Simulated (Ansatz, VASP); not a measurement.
# Cross-check of MnO (Manganosite) between VASP and Ansatz

One calculation is typed for both programs; each brings its own data sets and cutoff. How far apart do they land? The cell is taken from a series of VASP runs on this material, whose earlier steps may have relaxed, scaled or displaced it; both programs get it as it stands.

Program: Ansatz 0.2.0. Level of theory: plane waves, with VASP 6.6.1 beside it; relaxation of cell and atoms at PBEsol, DFT+U and relaxation of cell and atoms at PBE, DFT+U. Results are calculated unless marked as measured.

## (1) Set-up

The structure is cubic, space group Fm-3m (No. 225). Conventional cell: a = 4.446 Å, b = 4.446 Å, c = 4.446 Å, α = 90.00°, β = 90.00°, γ = 90.00°. Nearest to Mn lie 6 O at 2.22 Å. Nearest to O lie 6 Mn at 2.22 Å. Farther neighbours and most contacts between anions are not listed.

## (2) VASP: relaxation of cell and atoms, PBEsol, DFT+U

The relaxed volume is the usual yardstick between codes: its relative difference is about their pressure difference at one cell divided by the bulk modulus.

Lines of VASP's logs that name or quote its potential files are left out, and so is its time.

Contents of INCAR:

```
SYSTEM = MnO
PREC = Accurate
ENCUT = 520
EDIFF = 1E-07
NELM = 100
ISMEAR = 0
SIGMA = 0.03
LREAL = .FALSE.
ALGO = Normal
GGA = PS
NBANDS = 16
ISPIN = 2
MAGMOM = 4 0
LDAU = .TRUE.
LDAUTYPE = 2
LDAUL = 2 -1
LDAUU = 3.9 0
LDAUJ = 0 0
LDAUPRINT = 1
LASPH = .TRUE.
LMAXMIX = 4
LORBIT = 11
LWAVE = .FALSE.
LCHARG = .FALSE.
KPAR = 2
IBRION = 2
NSW = 50
ISIF = 3
EDIFFG = -0.002
```

Contents of POSCAR:

```
MnO
1.0
    0.0000000000      2.2230000000      2.2230000000
    2.2230000000      0.0000000000      2.2230000000
    2.2230000000      2.2230000000      0.0000000000
Mn O
1 1
Direct
    0.0000000000      0.0000000000      0.0000000000
    0.5000000000      0.5000000000      0.5000000000
```

Contents of KPOINTS:

```
Automatic mesh
0
Gamma
8 8 8
0 0 0
```

PAW data sets: Mn_pv and O (PBE family, release 64).

The run is started by

```console
$ mpirun -np 2 vasp_std
```

Numbers of over 12 decimals in the logs are rounded to 6 here.

What it wrote:

```text
[banner, memory and clock lines left out]
running    2 mpi-ranks, on    1 nodes
 distrk:  each k-point on    1 cores,    2 groups
 distr:  one band on    1 cores,    1 groups

 POSCAR found type information on POSCAR MnO
 POSCAR found :  2 types and       2 ions
|                                                                             |
|               ----> ADVICE to this user running VASP <----                  |
|                                                                             |
|     You enforced a specific xc type in the INCAR file but a different       |
|     [... a line on the potential file left out ...]
|     I HOPE YOU KNOW WHAT YOU ARE DOING!                                     |
|                                                                             |

 LDA part: xc-table for (Slater+PW92), standard interpolation
 POSCAR, INCAR and KPOINTS ok, starting setup
 FFT: planning ... GRIDC
 FFT: planning ... GRID_SOFT
 FFT: planning ... GRID
 WAVECAR not read
 entering main loop
       N       E                     dE             d eps       ncg     rms          rms(c)
DAV:   1     0.158256156088E+03    0.15826E+03   -0.11005E+04  1864   0.139E+03
DAV:   2    -0.969126006133E+01   -0.16795E+03   -0.15787E+03  2120   0.370E+02
DAV:   3    -0.165188412918E+02   -0.68276E+01   -0.67875E+01  1952   0.826E+01
DAV:   4    -0.165741235776E+02   -0.55282E-01   -0.55280E-01  2152   0.769E+00
DAV:   5    -0.165748787441E+02   -0.75517E-03   -0.75517E-03  1960   0.880E-01    0.143E+01
DAV:   6    -0.159239488848E+02    0.65093E+00   -0.12711E+01  2264   0.419E+01    0.144E+01
DAV:   7    -0.162305978439E+02   -0.30665E+00   -0.11309E+00  1856   0.146E+01    0.862E+00
DAV:   8    -0.162342968326E+02   -0.36990E-02   -0.14800E-01  2024   0.380E+00    0.509E+00
DAV:   9    -0.162461601213E+02   -0.11863E-01   -0.24767E-02  1944   0.216E+00    0.573E-01
DAV:  10    -0.162456379197E+02    0.52220E-03   -0.81627E-03  2064   0.128E+00    0.106E-01
DAV:  11    -0.162457296652E+02   -0.91745E-04   -0.38499E-04  1896   0.204E-01    0.557E-02
DAV:  12    -0.162457597235E+02   -0.30058E-04   -0.35727E-05  1968   0.688E-02    0.210E-02
DAV:  13    -0.162457651871E+02   -0.54636E-05   -0.30635E-06  1912   0.230E-02    0.897E-03
DAV:  14    -0.162457641075E+02    0.10796E-05   -0.41130E-06  1904   0.193E-02    0.631E-03
DAV:  15    -0.162457660432E+02   -0.19357E-05   -0.30241E-07  1776   0.672E-03    0.147E-03
DAV:  16    -0.162457660306E+02    0.12671E-07   -0.31742E-08   976   0.157E-03
   1 F= -.16245766E+02 E0= -.16245761E+02  d E =-.162458E+02  mag=     5.0000
 curvature:   0.00 expect dE= 0.000E+00 dE for cont linesearch  0.000E+00
 trial: gam= 0.00000 g(F)=  0.946E-60 g(S)=  0.187E-02 ort = 0.000E+00 (trialstep = 0.100E+01)
 search vector abs. value=  0.187E-02
 bond charge predicted
       N       E                     dE             d eps       ncg     rms          rms(c)
DAV:   1    -0.162759435105E+02   -0.30177E-01   -0.53985E-01  1872   0.109E+01    0.158E+00
DAV:   2    -0.162468129404E+02    0.29131E-01   -0.57042E-02  1888   0.346E+00    0.127E+00
DAV:   3    -0.162466282169E+02    0.18472E-03   -0.89486E-03  1896   0.123E+00    0.493E-01
DAV:   4    -0.162462844869E+02    0.34373E-03   -0.44089E-04  1888   0.186E-01    0.254E-01
DAV:   5    -0.162461274958E+02    0.15699E-03   -0.27570E-04  1912   0.205E-01    0.624E-02
DAV:   6    -0.162461410812E+02   -0.13585E-04   -0.49016E-05  1912   0.101E-01    0.125E-02
DAV:   7    -0.162461418783E+02   -0.79712E-06   -0.26325E-06  1968   0.186E-02    0.367E-03
DAV:   8    -0.162461423347E+02   -0.45637E-06   -0.19517E-07  1800   0.535E-03    0.233E-03
DAV:   9    -0.162461426607E+02   -0.32597E-06   -0.28957E-08  1040   0.214E-03    0.827E-04
DAV:  10    -0.162461426626E+02   -0.18790E-08   -0.11293E-08   928   0.106E-03
   2 F= -.16246143E+02 E0= -.16246130E+02  d E =-.376632E-03  mag=     5.0000
 trial-energy change:   -0.000377  1 .order   -0.000373   -0.001871    0.001126
 step:   0.6262(harm=  0.6243)  dis= 0.00000  next Energy=   -16.246353 (dE=-0.587E-03)
 bond charge predicted
       N       E                     dE             d eps       ncg     rms          rms(c)
DAV:   1    -0.162506115583E+02   -0.44689E-02   -0.74887E-02  1872   0.404E+00    0.600E-01
DAV:   2    -0.162463978686E+02    0.42137E-02   -0.83671E-03  1888   0.131E+00    0.477E-01
DAV:   3    -0.162464192424E+02   -0.21374E-04   -0.12991E-03  1872   0.467E-01    0.185E-01
DAV:   4    -0.162463766318E+02    0.42611E-04   -0.57736E-05  1872   0.656E-02    0.959E-02
DAV:   5    -0.162463528791E+02    0.23753E-04   -0.37550E-05  1928   0.752E-02    0.224E-02
DAV:   6    -0.162463541576E+02   -0.12784E-05   -0.66777E-06  1888   0.372E-02    0.522E-03
DAV:   7    -0.162463540996E+02    0.57972E-07   -0.34768E-07  1832   0.648E-03
   3 F= -.16246354E+02 E0= -.16246345E+02  d E =-.588069E-03  mag=     5.0000
 curvature:  -0.31 expect dE=-0.292E-06 dE for cont linesearch -0.292E-06
 trial: gam= 0.00000 g(F)=  0.248E-63 g(S)=  0.937E-06 ort =-0.419E-04 (trialstep = 0.925E+00)
 search vector abs. value=  0.937E-06
 reached required accuracy - stopping structural energy minimisation
```

OUTCAR, selected parts (step 2):

```text
ion  position               nearest neighbor table
   1  0.000  0.000  0.000-   2 2.22   2 2.22   2 2.22   2 2.22   2 2.22   2 2.22
   2  0.500  0.500  0.500-   1 2.22   1 2.22   1 2.22   1 2.22   1 2.22   1 2.22

  LATTYP: Found a face centered cubic cell.
 ALAT       =     4.4460000000

 Subroutine GETGRP returns: Found 48 space group operations
 (whereof 48 operations were pure point group operations)

The static configuration has the point symmetry O_h .

 Found     29 irreducible k-points:

   k-points           NKPTS =     29   k-points in BZ     NKDIM =     29   number of bands    NBANDS=     16

   dimension x,y,z NGX =    24 NGY =   24 NGZ =   24
   dimension x,y,z NGXF=    48 NGYF=   48 NGZF=   48

   ENCUT  =  520.0 eV  38.22 Ry    6.18 a.u.   5.85  5.85  5.85*2*pi/ulx,y,z

   NELECT =      19.0000    total number of electrons

 k-points in reciprocal lattice and weights: Automatic mesh
   0.00000000  0.00000000  0.00000000       0.002
   0.12500000  0.00000000  0.00000000       0.016
   0.25000000  0.00000000  0.00000000       0.016
   0.37500000  0.00000000  0.00000000       0.016
   0.50000000  0.00000000  0.00000000       0.008
   0.12500000  0.12500000  0.00000000       0.012
   0.25000000  0.12500000  0.00000000       0.047
   0.37500000  0.12500000  0.00000000       0.047
   0.50000000  0.12500000  0.00000000       0.047
[...]
-0.37500000  0.50000000  0.12500000       0.023
  -0.25000000  0.50000000  0.25000000       0.012

atom =   1  type =  1  l = 2

 onsite density matrix

spin component  1

  0.9392 -0.0000  0.0000  0.0000 -0.0000
 -0.0000  0.9392 -0.0000  0.0000  0.0000
  0.0000 -0.0000  0.9758 -0.0000 -0.0000
  0.0000  0.0000 -0.0000  0.9392  0.0000
 -0.0000  0.0000 -0.0000  0.0000  0.9758

spin component  2

  0.0192 -0.0000 -0.0000  0.0000 -0.0000
 -0.0000  0.0192 -0.0000  0.0000  0.0000
 -0.0000 -0.0000  0.0729  0.0000  0.0000
  0.0000  0.0000  0.0000  0.0192  0.0000
 -0.0000  0.0000  0.0000  0.0000  0.0729

 occupancies and eigenvectors

  o =  0.0192  v =  0.0000  0.0000  0.0000  0.0000  0.0000  1.0000  0.0018  0.0000 -0.0001  0.0000      0.0000  0.0000  0.0000  0.0000  0.0000  0.0000  0.0000  0.0000  0.0000  0.0000
  o =  0.0192  v =  0.0000  0.0000  0.0000  0.0000  0.0000  0.0018 -1.0000 -0.0000  0.0086  0.0000      0.0000  0.0000  0.0000  0.0000  0.0000  0.0000  0.0000  0.0000  0.0000  0.0000
  o =  0.0192  v =  0.0000  0.0000  0.0000  0.0000  0.0000 -0.0001 -0.0086  0.0000 -1.0000  0.0000      0.0000  0.0000  0.0000  0.0000  0.0000  0.0000  0.0000  0.0000  0.0000  0.0000
  o =  0.0729  v =  0.0000  0.0000  0.0000  0.0000  0.0000  0.0000  0.0000 -0.9997 -0.0000  0.0237      0.0000  0.0000  0.0000  0.0000  0.0000  0.0000  0.0000  0.0000  0.0000  0.0000
  o =  0.0729  v =  0.0000  0.0000  0.0000  0.0000  0.0000 -0.0000  0.0000  0.0237 -0.0000  0.9997      0.0000  0.0000  0.0000  0.0000  0.0000  0.0000  0.0000  0.0000  0.0000  0.0000
  o =  0.9392  v =  0.0000  0.2723  0.0000 -0.9622  0.0000  0.0000  0.0000  0.0000  0.0000  0.0000      0.0000  0.0000  0.0000  0.0000  0.0000  0.0000  0.0000  0.0000  0.0000  0.0000
  o =  0.9392  v =  0.0000 -0.9622 -0.0000 -0.2723  0.0000  0.0000  0.0000  0.0000  0.0000  0.0000      0.0000  0.0000  0.0000  0.0000  0.0000  0.0000  0.0000  0.0000  0.0000  0.0000
  o =  0.9392  v =  1.0000  0.0000  0.0000  0.0000  0.0000  0.0000  0.0000  0.0000  0.0000  0.0000      0.0000  0.0000  0.0000  0.0000  0.0000  0.0000  0.0000  0.0000  0.0000  0.0000
  o =  0.9758  v =  0.0000 -0.0000 -0.0448 -0.0000 -0.9990  0.0000  0.0000  0.0000  0.0000  0.0000      0.0000  0.0000  0.0000  0.0000  0.0000  0.0000  0.0000  0.0000  0.0000  0.0000
  o =  0.9758  v =  0.0000  0.0000 -0.9990 -0.0000  0.0448  0.0000  0.0000  0.0000  0.0000  0.0000      0.0000  0.0000  0.0000  0.0000  0.0000  0.0000  0.0000  0.0000  0.0000  0.0000

 average (electrostatic) potential at core
       1 -67.1022       2 -68.5368

 E-fermi :   6.7271

 spin component 1
 k-point     1 :       0.0000    0.0000    0.0000
  band No.  band energies     occupation
    ...
      8       2.8453      1.00000
      9       2.8453      1.00000
     10       3.8830      1.00000
     11       3.8830      1.00000
     12       3.8830      1.00000
     13       6.7537      0.10469
     14      21.0394      0.00000
     15      22.7882      0.00000
     16      22.7882      0.00000

 k-point     2 :       0.1250    0.0000    0.0000
  band No.  band energies     occupation
    ...
      8       2.6720      1.00000
      9       2.6720      1.00000
     10       3.5027      1.00000
     11       4.6426      1.00000
     12       4.6426      1.00000
     13       7.8158      0.00000
     14      19.2163      0.00000
     15      22.3904      0.00000
     16      22.3904      0.00000

 k-point     3 :       0.2500    0.0000    0.0000
  band No.  band energies     occupation
    ...
      8       2.9284      1.00000
      9       2.9284      1.00000
     10       3.5948      1.00000
     11       5.6530      1.00000
     12       5.6530      1.00000
     13       9.4523      0.00000
     14      16.8522      0.00000
     15      20.9331      0.00000
     16      20.9331      0.00000

 k-point     4 :       0.3750    0.0000    0.0000
  band No.  band energies     occupation
    ...
      8       3.2068      1.00000
      9       3.2068      1.00000
     10       3.9450      1.00000
     11       6.4006      1.00000
     12       6.4006      1.00000
     13      10.4750      0.00000
     14      15.3637      0.00000
     15      19.5220      0.00000
     16      19.5220      0.00000

 k-point     5 :       0.5000    0.0000    0.0000
  band No.  band energies     occupation
    ...
      8       3.3267      1.00000
      9       3.3267      1.00000
     10       4.1423      1.00000
     11       6.6799      0.98692
     12       6.6799      0.98692
     13      10.6596      0.00000
     14      15.0152      0.00000
     15      18.9765      0.00000
     16      18.9765      0.00000

 k-point     6 :       0.1250    0.1250    0.0000
  band No.  band energies     occupation
    ...
      8       2.3806      1.00000
      9       2.9012      1.00000
     10       4.1096      1.00000
     11       4.1096      1.00000
     12       4.3504      1.00000
     13       8.2690      0.00000
     14      19.3553      0.00000
     15      21.7874      0.00000
     16      21.7874      0.00000

  Total       -0.0035979     -0.0035979     -0.0035979      0.0000000      0.0000000     -0.0000000
  in kB       -0.2604684     -0.2604684     -0.2604684      0.0000000      0.0000000     -0.0000000
  external PRESSURE =      -0.2604684 kB  Pullay stress =       0.0000000 kB

  energy-cutoff  :      520.00
  volume of cell :       22.13
      direct lattice vectors                 reciprocal lattice vectors
    -0.000000000  2.228399671  2.228399671    -0.224376267  0.224376267  0.224376267
     2.228399671 -0.000000000  2.228399671     0.224376267 -0.224376267  0.224376267
     2.228399671  2.228399671 -0.000000000     0.224376267  0.224376267 -0.224376267

 POSITION                                       TOTAL-FORCE (eV/Angst)
 -----------------------------------------------------------------------------------
     -0.00000      0.00000      0.00000        -0.000000      0.000000     -0.000000
      2.22840      2.22840      2.22840         0.000000      0.000000      0.000000
 -----------------------------------------------------------------------------------
    total drift:                                0.000000     -0.000000     -0.000000

  FREE ENERGIE OF THE ION-ELECTRON SYSTEM (eV)
  ---------------------------------------------------
  free  energy   TOTEN  =       -16.2463540996 eV

  energy  without entropy=      -16.2463354199  energy(sigma->0) =      -16.24634476

 reached required accuracy - stopping structural energy minimisation

 total charge
# of ion       s       p       d       tot
------------------------------------------
    1        0.210   6.185   4.953  11.348
    2        1.550   3.429   0.000   4.980
--------------------------------------------------
tot          1.760   9.615   4.953  16.328

 magnetization (x)
# of ion       s       p       d       tot
------------------------------------------
    1        0.032   0.027   4.556   4.615
    2        0.023   0.127   0.000   0.150
--------------------------------------------------
tot          0.055   0.154   4.556   4.765

[... 6 further parts left out ...]
```

The cell holds one magnetic atom, so no antiferromagnetic order fits into it. The run keeps the 48 symmetry operations of its start, so it cannot find a distortion of lower symmetry.

[end of part 1 of 2]

[Lines on the potential files, build, host, timing and source positions are cut from VASP's logs without a mark.]

[Logs are printed without paths, hosts, clocks, repeated set-up lines and the standing remarks that a program may print on its own settings, such as how far it seeks lower states.]

[Hosts, paths, dates, database ids (printed as entryN), source tags and the programs' standing remarks are cut or masked in the printed files.]
